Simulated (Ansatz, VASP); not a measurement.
# Te3As2 (Kalgoorlieite) in two plane-wave programs

Wanted: the spread between two codes on one cell, functional and k mesh. The cell is taken from a series of runs on this material, whose earlier steps may have relaxed, scaled, displaced or heated it; both programs get it as it stands.

Method: plane waves, with VASP 6.6.1 beside it; single point at LDA, in Ansatz 0.2.0.

**1. The starting structure**

It takes space group C2/m (No. 12, monoclinic). The conventional cell has a = 13.954 Å, b = 4.006 Å, c = 9.670 Å, α = 90.00°, β = 96.57°, γ = 90.00°. Te has 3 As at 2.75 to 2.91 Å nearest. Nearest to Te lie 3 As at 2.67 to 2.92 Å. Nearest to Te lie 3 As at 2.77 to 2.80 Å. Nearest to As lie 6 Te at 2.77 to 2.92 Å. Nearest to As lie 3 Te at 2.67 to 2.75 Å. Farther neighbours and most contacts between anions are not listed.

**2. VASP: single point, LDA**

With cell and atoms fixed, the geometry can't cause a difference; cores, projectors, grids and the points listed under the comparison can.

Lines of VASP's logs that name or quote its potential files are left out, and so is its time.

Input file INCAR:

```
SYSTEM = Te3As2
PREC = Accurate
ENCUT = 500
EDIFF = 1E-06
NELM = 120
ISMEAR = -1
SIGMA = 0.02
LREAL = .FALSE.
ALGO = Normal
GGA = PW92
NBANDS = 38
LORBIT = 11
LWAVE = .FALSE.
LCHARG = .FALSE.
ISIF = 2
LASPH = .TRUE.
GGA_COMPAT = .FALSE.
EFERMI = MIDGAP
KPAR = 2
```

Input file POSCAR:

```
Te3As2
1.0
    6.9762900798     -2.0028369927     -0.0908996626
    6.9762900798      2.0028369927     -0.0908996626
   -0.9811783420      0.0000000000      9.6203453020
Te As
6 4
Direct
    0.0271647726      0.0271647726      0.2833866707
    0.9728352274      0.9728352274      0.7166133293
    0.7820105345      0.7820105345      0.3416958488
    0.2179894655      0.2179894655      0.6583041512
    0.3778532099      0.3778532099      0.0389213376
    0.6221467901      0.6221467901      0.9610786624
    0.2003079129      0.2003079129      0.1421009711
    0.7996920871      0.7996920871      0.8578990289
    0.6137587151      0.6137587151      0.4477324250
    0.3862412849      0.3862412849      0.5522675750
```

Input file KPOINTS:

```
Automatic mesh
0
Gamma
6 6 4
0 0 0
```

Potentials, in the order of the species: Te and As (LDA family, release 64).

Command:

```console
$ mpirun -np 2 vasp_std
```

Numbers of over 12 decimals in the logs are rounded to 6 here.

Output:

```text
[banner, memory and clock lines left out]
running    2 mpi-ranks, on    1 nodes
 distrk:  each k-point on    1 cores,    2 groups
 distr:  one band on    1 cores,    1 groups

 POSCAR found type information on POSCAR TeAs
 POSCAR found :  2 types and      10 ions
|                                                                             |
|               ----> ADVICE to this user running VASP <----                  |
|                                                                             |
|     You enforced a specific xc type in the INCAR file but a different       |
|     [... a line on the potential file left out ...]
|     I HOPE YOU KNOW WHAT YOU ARE DOING!                                     |
|                                                                             |

 LDA part: xc-table for (Slater(with rela. corr.)+PW92), standard interpolation
 POSCAR, INCAR and KPOINTS ok, starting setup
 FFT: planning ... GRIDC
 FFT: planning ... GRID_SOFT
 FFT: planning ... GRID
 WAVECAR not read
 entering main loop
       N       E                     dE             d eps       ncg     rms          rms(c)
DAV:   1     0.259327363421E+03    0.25933E+03   -0.20787E+04  3572   0.118E+03
DAV:   2    -0.193917852651E+02   -0.27872E+03   -0.26964E+03  4460   0.183E+02
DAV:   3    -0.439338000807E+02   -0.24542E+02   -0.24017E+02  4342   0.562E+01
DAV:   4    -0.445771599522E+02   -0.64336E+00   -0.63927E+00  4582   0.990E+00
DAV:   5    -0.445936596029E+02   -0.16500E-01   -0.16491E-01  4710   0.175E+00    0.163E+01
DAV:   6    -0.445115675771E+02    0.82092E-01   -0.40863E-02  4508   0.817E-01    0.997E+00
DAV:   7    -0.444743449403E+02    0.37223E-01   -0.78044E-02  4084   0.105E+00    0.340E-01
DAV:   8    -0.444738546715E+02    0.49027E-03   -0.60208E-03  4164   0.325E-01    0.230E-01
DAV:   9    -0.444737332410E+02    0.12143E-03   -0.68072E-04  4488   0.969E-02    0.107E-01
DAV:  10    -0.444737245526E+02    0.86884E-05   -0.12046E-04  4300   0.400E-02    0.302E-02
DAV:  11    -0.444737247283E+02   -0.17571E-06   -0.95936E-06  4102   0.121E-02
   1 F= -.44473725E+02 E0= -.44473677E+02  d E =-.963171E-04
```

OUTCAR, selected parts (step 2):

```text
ion  position               nearest neighbor table
   1  0.027  0.027  0.283-   9 2.75   9 2.75   7 2.91   3 3.53   5 3.58   5 3.58
   2  0.973  0.973  0.717-  10 2.75  10 2.75   8 2.91   4 3.53   6 3.58   6 3.58
   3  0.782  0.782  0.342-   9 2.67   7 2.92   7 2.92  10 3.10  10 3.10   1 3.53
   4  0.218  0.218  0.658-  10 2.67   8 2.92   8 2.92   9 3.10   9 3.10   2 3.53
   5  0.378  0.378  0.039-   7 2.77   8 2.80   8 2.80   6 3.57   1 3.58   1 3.58
   6  0.622  0.622  0.961-   8 2.77   7 2.80   7 2.80   5 3.57   2 3.58   2 3.58
   7  0.200  0.200  0.142-   5 2.77   6 2.80   6 2.80   1 2.91   3 2.92   3 2.92
   8  0.800  0.800  0.858-   6 2.77   5 2.80   5 2.80   2 2.91   4 2.92   4 2.92
   9  0.614  0.614  0.448-   3 2.67   1 2.75   1 2.75   4 3.10   4 3.10
  10  0.386  0.386  0.552-   4 2.67   2 2.75   2 2.75   3 3.10   3 3.10

  LATTYP: Found a base centered monoclinic cell.
 ALAT       =    13.9537645137
 B/A-ratio  =     0.2870676212
 C/A-ratio  =     0.6930209410
 COS(beta)  =    -0.1144164297

 Subroutine GETGRP returns: Found  4 space group operations
 (whereof  4 operations were pure point group operations)

The static configuration has the point symmetry C_2h.

 Found     47 irreducible k-points:

   k-points           NKPTS =     47   k-points in BZ     NKDIM =     47   number of bands    NBANDS=     38

   dimension x,y,z NGX =    54 NGY =   54 NGZ =   72
   dimension x,y,z NGXF=   108 NGYF=  108 NGZF=  144

   ENCUT  =  500.0 eV  36.75 Ry    6.06 a.u.  13.23 13.23 17.63*2*pi/ulx,y,z

   NELECT =      56.0000    total number of electrons

 k-points in reciprocal lattice and weights: Automatic mesh
   0.00000000  0.00000000  0.00000000       0.007
   0.16666667 -0.00000000 -0.00000000       0.028
   0.33333333 -0.00000000  0.00000000       0.028
   0.50000000  0.00000000 -0.00000000       0.014
   0.16666667  0.16666667 -0.00000000       0.014
   0.33333333  0.16666667 -0.00000000       0.028
   0.50000000  0.16666667 -0.00000000       0.028
  -0.33333333  0.16666667  0.00000000       0.028
  -0.16666667  0.16666667  0.00000000       0.014
[...]
-0.33333333  0.33333333  0.50000000       0.014
   0.50000000  0.50000000  0.50000000       0.007

 average (electrostatic) potential at core
       1 -89.0391       2 -89.0391       3 -89.0289       4 -89.0289       5 -88.9693
       6 -88.9693       7 -52.3271       8 -52.3271       9 -52.3045      10 -52.3045

 E-fermi :   6.3768

 k-point     1 :       0.0000    0.0000    0.0000
  band No.  band energies     occupation
    ...
     24       5.4240      2.00000
     25       5.4670      2.00000
     26       5.8060      2.00000
     27       5.9062      2.00000
     28       5.9129      2.00000
     29       7.5131      0.00000
     30       7.6230      0.00000
     31       7.6840      0.00000
     32       7.8282      0.00000
     33       7.8732      0.00000
    ...

 k-point     2 :       0.1667   -0.0000   -0.0000
  band No.  band energies     occupation
    ...
     24       5.2408      2.00000
     25       5.5319      2.00000
     26       5.7307      2.00000
     27       5.9115      2.00000
     28       6.0253      2.00000
     29       7.4507      0.00000
     30       7.5657      0.00000
     31       7.6787      0.00000
     32       7.9786      0.00000
     33       8.1782      0.00000
    ...

 k-point     3 :       0.3333   -0.0000    0.0000
  band No.  band energies     occupation
    ...
     24       5.0710      2.00000
     25       5.2633      2.00000
     26       5.5886      2.00000
     27       5.7084      2.00000
     28       5.8497      2.00000
     29       7.2100      0.00000
     30       7.2717      0.00000
     31       7.4546      0.00000
     32       8.0448      0.00000
     33       8.5180      0.00000
    ...

  Total        0.2022917      0.3228682      0.1381123      0.0000000      0.0000000      0.2440242
  in kB        1.2071892      1.9267377      0.8241944      0.0000000      0.0000000      1.4562307
  external PRESSURE =       1.3193738 kB  Pullay stress =       0.0000000 kB

  energy-cutoff  :      500.00
  volume of cell :      268.48
      direct lattice vectors                 reciprocal lattice vectors
     6.976290080 -2.002836993 -0.090899663     0.071766703 -0.249645878  0.007319481
     6.976290080  2.002836993 -0.090899663     0.071766703  0.249645878  0.007319481
    -0.981178342  0.000000000  9.620345302     0.001356203  0.000000000  0.104084692

 POSITION                                       TOTAL-FORCE (eV/Angst)
 -----------------------------------------------------------------------------------
      0.10097      0.00000      2.72134        -0.026669      0.000000     -0.021008
     12.87044      0.00000      6.71721         0.026669      0.000000      0.021008
     10.57580      0.00000      3.14506         0.038698      0.000000      0.012484
      2.39560      0.00000      6.29348        -0.038698      0.000000     -0.012484
      5.23384      0.00000      0.30574         0.021151      0.000000      0.031971
      7.73756      0.00000      9.13280        -0.021151      0.000000     -0.031971
      2.65539      0.00000      1.33064         0.001018      0.000000     -0.005004
     10.31602      0.00000      8.10790        -0.001018      0.000000      0.005004
      8.12421      0.00000      4.19576        -0.012219      0.000000      0.023564
      4.84719      0.00000      5.24279         0.012219      0.000000     -0.023564
 -----------------------------------------------------------------------------------
    total drift:                               -0.000000      0.000000     -0.000000

  FREE ENERGIE OF THE ION-ELECTRON SYSTEM (eV)
  ---------------------------------------------------
  free  energy   TOTEN  =       -44.4737247283 eV

  energy  without entropy=      -44.4736284112  energy(sigma->0) =      -44.47367657

 total charge
# of ion       s       p       d       tot
------------------------------------------
    1        1.418   1.887   0.042   3.348
    2        1.418   1.887   0.042   3.348
    3        1.419   1.891   0.049   3.359
    4        1.419   1.891   0.049   3.359
    5        1.418   1.895   0.042   3.354
    6        1.418   1.895   0.042   3.354
    7        1.374   1.216   0.065   2.656
    8        1.374   1.216   0.065   2.656
    9        1.350   1.259   0.050   2.660
   10        1.350   1.259   0.050   2.660
--------------------------------------------------
tot         13.957  16.297   0.498  30.752

[... 3 further parts left out ...]
```

The run ends at a pressure of 0.13 GPa, with forces up to 0.041 eV/Å.

**3. Ansatz: single point, LDA**

Ansatz runs on its default PAW (the set named soft_2) files.

The same cell, functional (in two slightly different forms), mesh and smearing now go to Ansatz, which takes its cutoff from its data sets.

Input file input.yaml:

```yaml
crystal:
  lattice:
    - [6.9762900798, -2.0028369927, -0.0908996626]
    - [6.9762900798, 2.0028369927, -0.0908996626]
    - [-0.981178342, 0.0, 9.620345302]
  atoms:
    - { symbol: Te, position: [0.0271647726, 0.0271647726, 0.2833866707] }
    - { symbol: Te, position: [0.9728352274, 0.9728352274, 0.7166133293] }
    - { symbol: Te, position: [0.7820105345, 0.7820105345, 0.3416958488] }
    - { symbol: Te, position: [0.2179894655, 0.2179894655, 0.6583041512] }
    - { symbol: Te, position: [0.3778532099, 0.3778532099, 0.0389213376] }
    - { symbol: Te, position: [0.6221467901, 0.6221467901, 0.9610786624] }
    - { symbol: As, position: [0.2003079129, 0.2003079129, 0.1421009711] }
    - { symbol: As, position: [0.7996920871, 0.7996920871, 0.8578990289] }
    - { symbol: As, position: [0.6137587151, 0.6137587151, 0.447732425] }
    - { symbol: As, position: [0.3862412849, 0.3862412849, 0.552267575] }
kpoints:
  mp_grid: { grid: [6, 6, 4] }
  band_path:
    path:
      - [[0.0, 0.0, 0.0], [-0.26975513, 0.26975513, 0.0]]
      - [[-0.73024487, -0.26975513, 0.0], [-0.5, -0.5, 0.0], [0.0, 0.0, 0.0], [-0.5, -0.5, 0.5], [-0.73279539, -0.26720461, 0.5]]
      - [[-0.26720461, 0.26720461, 0.5], [0.0, 0.0, 0.5], [0.0, 0.0, 0.0]]
      - [[-0.5, 0.0, 0.5], [0.0, 0.0, 0.0], [-0.5, 0.0, 0.0]]
    npoints: 10
hamiltonian:
  xc: lda
scf:
  occupations: { method: fermi_dirac, width: 0.02 }
  n_extra_bands: 7
output:
  eigenvalues: true
  forces: true
  stress: true
  write_density: true
  write_potential: true
  elf: true
  volumetric_format: npy
```

Command:

```console
$ ansatz run input.yaml --threads 3 --pin off --max-ram 92160MiB --backend cuda --events-out ev --progress --plain --runs-dir out --devices 1 --max-vram 13GiB
```

Output:

```text
scf.n_extra_bands = 7 over 78 filled bands (N_el = 156.0): the run solves 85 bands
GPUs: using 1 of 1 available (devices: 1).
Engine: ansatz 0.2.0, x86_64-unknown-linux-gnu
Pseudopotentials: kind: paw
Pseudopotential: Te, paw, valence charge 16, recommended cutoff 420 eV (normal), Te.paw.azcp
Pseudopotential: As, paw, valence charge 15, recommended cutoff 420 eV (normal), As.paw.azcp
Functional definition: SPW92
  exchange = slater_x
  correlation = pw_c
device memory: the entry about to start is reckoned to put 6.7 GiB on a device that reports 58.3 GiB free (of which the cap on the GPU budget leaves the run 13.0 GiB)
GPU FFT provider: cuFFT
GPU libraries: cuBLAS 13.8.2, cuFFT 12.4.0, cuSOLVER 12.3.4
Crystal: 10 atoms, lattice volume = 268.481 Å³
Basis set: ecut = 420 eV, 5243 PW (Γ)
Bands: 85, of which v1, the nominal top of the filled ones, is band 78 counted from 1 (77 counted from 0)
Symmetry: 4 space group operations
Space group: C2/m (ITA 12), of the structure as read, at distance tolerance 6.5e-5 Å
k-points: 47 of 144
Non-local potential: Te, projectors of the file, l = 0: 2, l = 1: 2, l = 2: 2, l = 3: 2
Non-local potential: As, projectors of the file, l = 0: 2, l = 1: 2, l = 2: 3, l = 3: 1
PAW form: soft (Blöchl's): semilocal exchange-correlation on the pseudo side does not see the compensation charge
PAW frozen core: Te, regenerated for the run's functional, and the local potential with it (the file was generated under x = pbe(κ = 0.804, μ = 0.219515), c = pbe(β = 0.066725))
PAW frozen core: As, regenerated for the run's functional, and the local potential with it (the file was generated under x = pbe(κ = 0.804, μ = 0.219515), c = pbe(β = 0.066725))
PAW one-centre angular grid: Te, 590 points (default); XC on 64 Gauss nodes
PAW one-centre angular grid: As, 590 points (default); XC on 64 Gauss nodes
Initial density: superposition of atomic densities (neutral atoms: chi_scale 0, normalization atom), corrected by the library's trained network
Initial wavefunctions: pseudopotential atomic-orbital guess
GPU buffer pool allocated for 180000 grid points (all kernels)
GPU transforms: local potential and band sums: pruned to the plane-wave sphere, on 50×50×72
Functional: x = slater, c = lda
SCF iter   1: F=—  HF=-60058.005990 eV  |F-HF|=—  |Δ(HF+E_count)|=         —  Δρ=4.78e-3  dr2=3.74e-2  ethr=1.77e-3  ⟨swp⟩=6.2  Hψ=15518  notcnv=0
preconditioner: auto → Resta (q_TF=auto, 2.492 Å⁻¹)  ε∞=6.1  [insulator: Δε(μ)=0.156 eV  Ē_g=7.521 eV  σ=0.020 eV  W_gap=0.96  n_scr=66 (ndim 8)  ℏωp=17.0 eV  f_vac=0.010  D(μ)=0.04/eV (n_scr^D=0)  ε∞_Penn≈6.1]
SCF iter   2: F=—  HF=-60057.990956 eV  |F-HF|=—  |Δ(HF+E_count)|=   1.50e-2  Δρ=2.62e-3  dr2=1.06e-2  ethr=2.40e-5  ⟨swp⟩=2.0  Hψ=6340  notcnv=0  defer=77
SCF iter   3: F=—  HF=-60057.987826 eV  |F-HF|=—  |Δ(HF+E_count)|=   3.13e-3  Δρ=4.17e-4  dr2=1.20e-3  ethr=6.82e-6  ⟨swp⟩=3.0  Hψ=7595  notcnv=0  defer=77
SCF iter   4: F=—  HF=-60057.987887 eV  |F-HF|=—  |Δ(HF+E_count)|=   6.06e-5  Δρ=1.42e-4  dr2=1.30e-4  ethr=7.69e-7  ⟨swp⟩=2.0  Hψ=6173  notcnv=0  defer=77
SCF iter   5: F=—  HF=-60057.987048 eV  |F-HF|=—  |Δ(HF+E_count)|=   8.39e-4  Δρ=3.97e-5  dr2=6.78e-6  ethr=8.34e-8  ⟨swp⟩=2.0  Hψ=5986  notcnv=0  defer=77
SCF iter   6: F=—  HF=-60057.987943 eV  |F-HF|=—  |Δ(HF+E_count)|=   8.95e-4  Δρ=1.55e-5  dr2=1.05e-6  ethr=4.35e-9  ⟨swp⟩=2.0  Hψ=7584  notcnv=0  defer=77
SCF iter   7: F=—  HF=-60057.987943 eV  |F-HF|=—  |Δ(HF+E_count)|=   1.66e-7  Δρ=4.91e-6  dr2=1.14e-7  ethr=6.70e-10  ⟨swp⟩=2.0  Hψ=6174  notcnv=0  defer=77
SCF iter   8: F=-60057.987943 eV  HF=-60057.987943 eV  |F-HF|=4.83e-8  |Δ(HF+E_count)|=   1.82e-9  Δρ=2.36e-6  dr2=3.40e-8  ethr=6.41e-11  ⟨swp⟩=13.7  Hψ=35292  notcnv=0
SCF 1 converged in 8 iterations: F = -60057.987943 eV  dr2 = 3.40e-8
  Residual-converged pass: ⟨swp⟩=1.0  Hψ=4183  notcnv=0  max |occ|·‖R‖ = 7.1e-9 eV (tolerance 1.0e-8 eV)  dr2=3.40e-8  dr2_onsite=2.96e-8  max |Δocc| = 4.7e-15
  greatest PAW one-centre occupation: 1.000 electrons in one spin orbital (limit 2), on the As atom at site 7 (counted from 0), in its partial waves of l = 2
device memory: the entry about to start is reckoned to put 4.8 GiB on a device that reports 58.5 GiB free (of which the cap on the GPU budget leaves the run 13.0 GiB)
NSCF: frozen V_eff on 94 k-points
SCF converged after 8 iterations
Free energy (F): -60057.987943 eV
Harris-Foulkes:  -60057.987943 eV  (|F-HF|=4.83e-8)
Internal energy: -60057.987854 eV  (E = F + TS)
E sigma→0 (E₀):  -60057.987899 eV
Entropy (-TS):   -0.000089 eV (-0.009 meV/atom)
Fermi energy:    9.985315 eV
--- Per-component energies (eV) ---
  E_band       = -2434.911796
  E_kinetic    = 1504.535445
  E_local      = -14229.394041  (includes V_loc(G=0)·N_el)
  E_nonlocal   = -4491.302989
  E_hartree    = 8555.580576
  E_xc         = -1062.034870
  E_vxc        = -950.904527  (∫ρ·V_xc dr)
  E_paw        = -34069.428067  (= ΣΔE_a)
  E_vpaw       = -1379.021849  (= ΣTr[D̂ρ^β])
  E_aug_tail   = -0.001142  (compensation charges beyond the density's cutoff)
  E_ewald      = -16278.315653
  E_core_change = 12.372887  (= ΣΔE_core)
  E_smearing   = -0.000089  (= −TS)
  E_closure    = -0.000000  (closes the sum)
  Σ components = -60057.987943   (vs F -60057.987943, Δ=0.00e0)
--- Forces (eV/Å), atoms counted from 1 ---
  atom   1  Te     0.00101527     0.00000000     0.00290994
  atom   2  Te    -0.00101527    -0.00000000    -0.00290994
  atom   3  Te     0.00335948     0.00000000     0.01814297
  atom   4  Te    -0.00335948     0.00000000    -0.01814297
  atom   5  Te    -0.01123670     0.00000000     0.01434764
  atom   6  Te     0.01123670    -0.00000000    -0.01434764
  atom   7  As     0.00321635    -0.00000000    -0.02054664
  atom   8  As    -0.00321635     0.00000000     0.02054664
  atom   9  As     0.00366284    -0.00000000    -0.01211385
  atom  10  As    -0.00366284     0.00000000     0.01211385
  max |Σ_I F_I| component: 5.20e-18 eV/Å
--- Stress (GPa, compression-positive) ---
       -0.106494      -0.000000       0.129014
       -0.000000       0.022589       0.000000
        0.129014       0.000000      -0.067196
  P = ⅓ Tr σ = -0.0504 GPa (-0.504 kbar)
--- Band table (eV; the first three rows and the last of 47) ---
  k-point 0: bands = [... 74 lower, 9.0786, 9.4086, 9.5150, 9.5217, 11.1244, 11.2317, 11.2975, 11.4395, ... 3 higher]
  k-point 1: bands = [... 74 lower, 9.3984, 9.4197, 9.6657, 9.8990, 10.4586, 10.9018, 11.2886, 11.4369, ... 3 higher]
  k-point 2: bands = [... 74 lower, 9.3194, 9.4698, 9.6550, 9.7452, 10.6900, 10.9269, 10.9433, 11.2344, ... 3 higher]
  k-point 46: bands = [... 74 lower, 9.1864, 9.3999, 9.6303, 9.7077, 10.2130, 10.3779, 10.5310, 11.0633, ... 3 higher]
```

In the SCF lines HF is the Harris–Foulkes energy and dr2 the Hartree energy of the density residual, in eV; the loop may stop once dr2 is under the threshold and the program's other checks hold. Hψ counts applications of the Hamiltonian.

**4. Side by side**

Known differences besides the potentials themselves: the data sets hold 156 valence electrons in Ansatz (on its default PAW (the set named soft_2) files) and 56 in VASP; the cutoff is 420 eV in Ansatz and 500 eV in VASP; VASP's log shows a relativistic correction to its local exchange, Ansatz's none. Total energies have different zeros and are not compared.

Compared:

```csv
quantity,Ansatz,VASP,difference
pressure (GPa),-0.05,0.13,-0.18
gap on the k mesh (eV),0.155,0.152,+0.004
```

At this near-relaxed geometry the largest component of a force difference is 36 meV/Å. A gap on the mesh is an upper bound, since the band edges may lie between its points.

**5. What the set-up changes**

Further runs change the set-up of one program: Ansatz's method, potentials or start, or VASP's data sets, cutoff or form of LDA. The table gives Ansatz less VASP for each quantity, since a change that brings one quantity closer may part another.

```
                                                           run  r.m.s. force difference (meV/Å)  pressure (GPa)  gap on the k mesh (eV)
                                                      as above                               20           -0.18                  0.0036
VASP with the data sets Te_sv_GW and As and a cutoff of 600 eV                               10            0.49                  0.0038
```

**6. Results**

```yaml
r_m_s_force_difference_single_point_lda: 20 meV/Å
```

The r.m.s. force difference is 20 meV/Å (single point, LDA), beyond the 12 meV/Å picked in this series as the mark of a large difference. The data sets hold unlike numbers of valence electrons (156 in Ansatz and 56 in VASP), so part of the differences comes from the potentials. Single point, LDA, VASP with the data sets Te_sv_GW and As and a cutoff of 600 eV: r.m.s. force difference goes from 20 to 10 meV/Å; the difference in pressure goes from -0.18 to 0.49 GPa. How closely two codes agree says nothing of how well the functional describes the real material.

[Lines on the potential files, build, host, timing and source positions are cut from VASP's logs without a mark.]

[Logs are printed without paths, hosts, clocks, repeated set-up lines and the standing remarks that a program may print on its own settings, such as how far it seeks lower states.]

[Hosts, paths, dates, database ids (printed as entryN), source tags and the programs' standing remarks are cut or masked in the printed files.]
